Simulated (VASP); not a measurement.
An input for Ansatz (written as the equivalent of a VASP run, and not itself run):

Ansatz 0.2 input:
```yaml
crystal:
  lattice:
    - [0.0000000, 2.5700000, 2.5700000]
    - [2.5700000, 0.0000000, 2.5700000]
    - [2.5700000, 2.5700000, 0.0000000]
  atoms:
    - { symbol: Li, position: [0.0000000, 0.0000000, 0.0000000] }
    - { symbol: Cl, position: [0.5000000, 0.5000000, 0.5000000] }
kpoints:
  mp_grid: { grid: [8, 8, 8] }
hamiltonian:
  xc: pbesol
  pseudopotentials: { kind: paw }
scf:
  occupations: { method: fermi_dirac, width: 0.01 }
  max_iter: 100
output: { forces: true, stress: true, eigenvalues: true }
```

Write the VASP files for the same calculation (PBEsol).

Several could match; the one computed here: 
**KPOINTS**
```
K-points
0
gamma
8 8 8
```

File POSCAR:
```
LiCl
1
    0.0000000000     2.5700000000     2.5700000000
    2.5700000000     0.0000000000     2.5700000000
    2.5700000000     2.5700000000     0.0000000000
Li Cl
1 1
Direct
  0.0000000000   0.0000000000   0.0000000000
  0.5000000000   0.5000000000   0.5000000000
```

**INCAR**
```
NELM=100
ISIF=2   # forces and stress, cell fixed
ISMEAR=-1
LREAL=.False.   # projection in real space or not
PREC=Accurate
LCHARG=.False.
LASPH=.True.
GGA=PS   # PBEsol
ALGO=Normal   # blocked Davidson
ENCUT=400   # plane-wave cut-off (eV)
SYSTEM=LiCl
EDIFF=1E-6
LWAVE=.False.
SIGMA=0.01   # width (eV)
```

POTCAR, in this order: Li_sv Cl (PBE.64 set). Program: vasp_std.

The two are equivalent in intent, not identical: each code has its own PAW files, so the cut-off isn't converted (ENCUT is set for VASP's; basis.ecutwfc is left out, and Ansatz then takes the one that its files recommend); Ansatz stops its SCF on the density residual and VASP on the energy change (EDIFF).

The structure is a typed LiCl crystal (Fm-3m). The cell was not relaxed at this level. The run is one of a series of settings (GGA = PS against the base run), some of them coarse on purpose.
